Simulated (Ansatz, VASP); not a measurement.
# SnTe in two plane-wave programs, part 2 of 2

One calculation is typed for both programs; each brings its own data sets. How far apart do they land? The cell is taken from a series of runs on this material, whose earlier steps may have relaxed, scaled, displaced or heated it; both programs get it as it stands.

VASP 6.6.1 and Ansatz 0.2.0.

So far: Set-up; VASP: zone-centre phonons, PBEsol.

## (3) Ansatz: zone-centre phonons, PBEsol

Level of this step: Ansatz beside VASP: Kohn-Sham DFT, plane waves, PBEsol (Ansatz).

Ansatz runs on its PAW soft_1 files.

The same cell, functional and mesh now go to Ansatz, which takes its cutoff from its data sets.

Input file input.yaml:

```yaml
crystal:
  lattice:
    - [0.0, 3.1453352625, 3.0498071191]
    - [3.1453352625, 0.0, 3.0498071191]
    - [3.1453352625, 3.1453352625, 0.0]
  atoms:
    - { symbol: Sn, position: [0.0, 0.0, 0.0] }
    - { symbol: Te, position: [0.5, 0.5, 0.5] }
kpoints:
  mp_grid: { grid: [12, 12, 12] }
hamiltonian:
  xc: pbesol
  pseudopotentials: { kind: paw, azcp: { folder: soft_1 }, xc_functional: pbe }
scf:
  occupations: { method: fixed }
output:
  eigenvalues: true
phonons:
  method: dfpt
```

Started as:

```sh
> ansatz run input.yaml --threads 4 --pin off --max-ram 10240MiB --backend cpu --events-out ev --progress --plain --runs-dir out
```

Numbers of over 12 decimals in the logs are rounded to 6 here.

The log of the run:

```text
zone centre: on kpoints.mp_grid the ground state, and the responses unless they are solved on pairs of k-points, stand on 280 of the mesh's 1728 k-points, reduced under 8 symmetry operations, with k and −k counted as one. Each operation leaves every solved displacement unchanged or reverses it
Engine: ansatz 0.2.0, x86_64-unknown-linux-gnu
Pseudopotentials: kind: paw
Pseudopotential: Sn, paw, valence charge 14, recommended cutoff 420 eV (normal), soft_1/Sn.paw.azcp
Pseudopotential: Te, paw, valence charge 16, recommended cutoff 420 eV (normal), soft_1/Te.paw.azcp
Functional definition: PBEsol
  exchange = pbesol_x
  correlation = pbesol_c
Crystal: 2 atoms, lattice volume = 60.344 Å³
Basis set: ecut = 420 eV, 1219 PW (Γ), exchange–correlation on 60×60×60 points (8 copies of the dense FFT grid, shifted against one another)
Bands: 19, of which v1, the nominal top of the filled ones, is band 15 counted from 1 (14 counted from 0)
Symmetry: 16 space group operations
k-points: 280 of 1728 (irreducible under 8 space group operations)
Non-local potential: Sn, projectors of the file, l = 0: 2, l = 1: 2, l = 2: 2, l = 3: 1
Non-local potential: Te, projectors of the file, l = 0: 2, l = 1: 2, l = 2: 2, l = 3: 1
PAW form: soft (Blöchl's): semilocal exchange-correlation on the pseudo side does not see the compensation charge
PAW frozen core: Sn, regenerated for the run's functional, and the local potential with it (the file was generated under x = pbe(κ = 0.804, μ = 0.219515), c = pbe(β = 0.066725))
PAW frozen core: Te, regenerated for the run's functional, and the local potential with it (the file was generated under x = pbe(κ = 0.804, μ = 0.219515), c = pbe(β = 0.066725))
PAW one-centre angular grid: Sn, 590 points (default); XC on 64 Gauss nodes
PAW one-centre angular grid: Te, 590 points (default); XC on 64 Gauss nodes
Initial density: superposition of atomic densities (chi_scale 0.1, normalization cell, long waves kept (reshape's long-wave potential 0.00 eV rms))
Initial wavefunctions: pseudopotential atomic-orbital guess
Functional: x = pbesol(κ = 0.804, μ = 0.123457), c = pbesol(β = 0.046)
SCF iter   1: F=—  HF=-12851.984513 eV  |F-HF|=—  |Δ(HF+E_count)|=         —  Δρ=1.09e-2  dr2=6.67e-2  ethr=3.10e-3  ⟨swp⟩=4.9  Hψ=22923  notcnv=0  defer=521
preconditioner: auto → none  [insulator: Δε(μ)=0.300 eV  Ē_g=8.846 eV  n_scr=14 (ndim 8)  ℏωp=15.1 eV  f_vac=0.000  ε∞_Penn≈3.9]
SCF iter   2: F=—  HF=-12851.979285 eV  |F-HF|=—  |Δ(HF+E_count)|=   5.23e-3  Δρ=5.23e-3  dr2=1.31e-2  ethr=2.22e-4  ⟨swp⟩=2.0  Hψ=8126  notcnv=0  defer=554
SCF iter   3: F=—  HF=-12851.981151 eV  |F-HF|=—  |Δ(HF+E_count)|=   1.87e-3  Δρ=1.25e-3  dr2=1.93e-3  ethr=4.35e-5  ⟨swp⟩=2.1  Hψ=10117  notcnv=0  defer=555
SCF iter   4: F=—  HF=-12851.980569 eV  |F-HF|=—  |Δ(HF+E_count)|=   5.83e-4  Δρ=3.01e-4  dr2=3.76e-5  ethr=6.44e-6  ⟨swp⟩=3.9  Hψ=10554  notcnv=0  defer=555
SCF iter   5: F=—  HF=-12851.980568 eV  |F-HF|=—  |Δ(HF+E_count)|=   9.66e-7  Δρ=4.14e-5  dr2=8.95e-7  ethr=1.25e-7  ⟨swp⟩=2.0  Hψ=9510  notcnv=0  defer=546
SCF iter   6: F=—  HF=-12851.980568 eV  |F-HF|=—  |Δ(HF+E_count)|=   4.19e-7  Δρ=1.04e-5  dr2=3.97e-8  ethr=2.98e-9  ⟨swp⟩=2.0  Hψ=9520  notcnv=0  defer=346
SCF iter   7: F=—  HF=-12851.980568 eV  |F-HF|=—  |Δ(HF+E_count)|=   1.10e-8  Δρ=4.18e-6  dr2=8.21e-9  ethr=1.32e-10  ⟨swp⟩=2.1  Hψ=8383  notcnv=0  defer=346
SCF iter   8: F=-12851.980568 eV  HF=-12851.980568 eV  |F-HF|=4.73e-11  |Δ(HF+E_count)|=   2.93e-9  Δρ=3.34e-7  dr2=5.61e-11  ethr=1.00e-12  ⟨swp⟩=9.3  Hψ=43212  notcnv=0
SCF 1 converged in 8 iterations: F = -12851.980568 eV  dr2 = 5.61e-11
  greatest PAW one-centre occupation: 0.998 electrons in one spin orbital (limit 2), on the Te atom at site 1 (counted from 0), in its partial waves of l = 2
DFPT response loops at Γ: preconditioner auto → Resta (q_TF=auto, 2.428 Å⁻¹)  ε∞=14.4 (no band partly filled); β = 1.00, the filter's whole step (`scf.mixing.beta` (0.50) is not read by the response loops at its default; to damp them type it under 1.00, their step now; it binds the ground state too); Broyden in place of MSR1
SCF converged after 8 iterations
Free energy (F): -12851.980568 eV
Harris-Foulkes:  -12851.980568 eV  (|F-HF|=4.73e-11)
Internal energy: -12851.980568 eV  (E = F + TS)
E sigma→0 (E₀):  -12851.980568 eV
Fermi energy:    9.998131 eV
--- Per-component energies (eV) ---
  E_band       = -341.808221
  E_kinetic    = 340.327574
  E_local      = -2630.173012  (includes V_loc(G=0)·N_el)
  E_nonlocal   = 215.724493
  E_hartree    = 1316.835247
  E_xc         = -246.873890
  E_vxc        = -183.005063  (∫ρ·V_xc dr)
  E_paw        = -8888.521907  (= ΣΔE_a)
  E_vpaw       = -718.352621  (= ΣTr[D̂ρ^β])
  E_aug_tail   = 0.000375  (compensation charges beyond the density's cutoff)
  E_ewald      = -2959.959099
  E_core_change = 0.659651  (= ΣΔE_core)
  E_smearing   = -0.000000  (= −TS)
  E_closure    = 0.000000  (closes the sum)
  Σ components = -12851.980568   (vs F -12851.980568, Δ=0.00e0)
--- Band table (eV; the first three rows and the last of 280) ---
  k-point 0: bands = [... 11 lower, 5.5438, 7.6404, 7.9941, 7.9941, 13.2603, 13.2603, 14.0611, 14.7156]
  k-point 1: bands = [... 11 lower, 5.1324, 7.7409, 7.9945, 8.2192, 12.9171, 12.9207, 13.6597, 14.7054]
  k-point 2: bands = [... 11 lower, 4.2795, 7.8341, 8.0022, 8.7263, 12.2174, 12.2245, 12.8795, 14.7545]
  k-point 279: bands = [... 11 lower, 3.4560, 4.2065, 6.1283, 6.1283, 12.0128, 15.1181, 15.1181, 17.0835]
--- Phonons (Γ-DFPT): 4 representative perturbations + reference, on 280 of 1728 k-points (Σ response iterations 12) ---
  k mesh reduced under 8 symmetry operations, with k and −k counted as one. Each operation leaves every solved displacement unchanged or reverses it
  ASR residual: 2.473e-4 → 0.000e0 eV/Å²; symmetrization residual: 1.081e-5 eV/Å²
  ASR residual per site (eV/Å²): 2.47e-4 1.61e-4
  Γ frequencies (cm⁻¹): 0.00 0.00 0.00 35.26 35.26 67.75
  non-analytic LO–TO correction: not included (Born effective charges unavailable; polar crystals: no LO–TO splitting at Γ)
```

## (4) Comparison

Known differences besides the potentials themselves: fixed occupations in Ansatz, narrow Gaussian smearing in VASP; the data sets hold 30 valence electrons in Ansatz (on its PAW soft_1 files) and 20 in VASP; the cutoff is 420 eV in Ansatz and 500 eV in VASP; Ansatz makes its cores anew for this functional, VASP keeps those of its PBE data sets. Total energies have different zeros and are not compared.

Compared:

```tsv
quantity	Ansatz	VASP	difference
optical mode 1 to 2 (cm⁻¹)	35.3	37.8	-2.6
optical mode 3 (cm⁻¹)	67.8	69.2	-2.04 %
```

Modes are paired by rising frequency, not by their patterns, so a pair may set unlike modes beside each other; they are those without the splitting of longitudinal modes.

## (5) Outcome

* r.m.s. difference of the optical zone-centre modes, each program's sorted by frequency (zone-centre phonons, PBEsol): 2.3 cm⁻¹
* difference in optical mode 3 (zone-centre phonons, PBEsol): -2.0 %

What this shows: The r.m.s. difference of the optical zone-centre modes, each program's sorted by frequency is 2.3 cm⁻¹ (zone-centre phonons, PBEsol). The data sets hold unlike numbers of valence electrons (30 in Ansatz and 20 in VASP), so part of the differences comes from the potentials. Among the rows given in per cent, the largest difference of the zone-centre phonons, PBEsol pair is in optical mode 3, -2.0 %. How closely two codes agree says nothing of how well the functional describes the real material.

[Lines on the potential files, build, host, timing and source positions are cut from VASP's logs without a mark.]

[Logs are printed without paths, hosts, clocks, repeated set-up lines and the standing remarks that a program may print on its own settings, such as how far it seeks lower states.]

[Hosts, paths, dates, database ids (printed as entryN), source tags and the programs' standing remarks are cut or masked in the printed files.]
